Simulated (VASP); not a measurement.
All values below come from MS2 meta-GGA, VASP's PBE PAW potentials (set 64) (plane waves; VASP). For the first row: Settings: 520 eV cut-off, 13×13×10 Γ-centred mesh, first-order Methfessel-Paxton smearing of 0.10 eV, potentials Fe Pt.

| system | energy (eV/atom) |
|---|---|
| FePt (L1_0) | -0.0435 |
| Fe (bcc) | -11.6021 |
| Pt (fcc) | 12.0526 |

The references are the elements' solids at the same level; no temperature or zero-point terms are added.  Spin-orbit coupling is left out, which shifts such energies by up to tenths of an eV for the heavy elements here.

Problem. What is the formation energy per atom of FePt?

Solution. The references average (1×(-11.6021) + 1×(12.0526))/2 = 0.2252 eV, so the formation energy is -0.0435 − (0.2252) = -0.269 eV/atom.
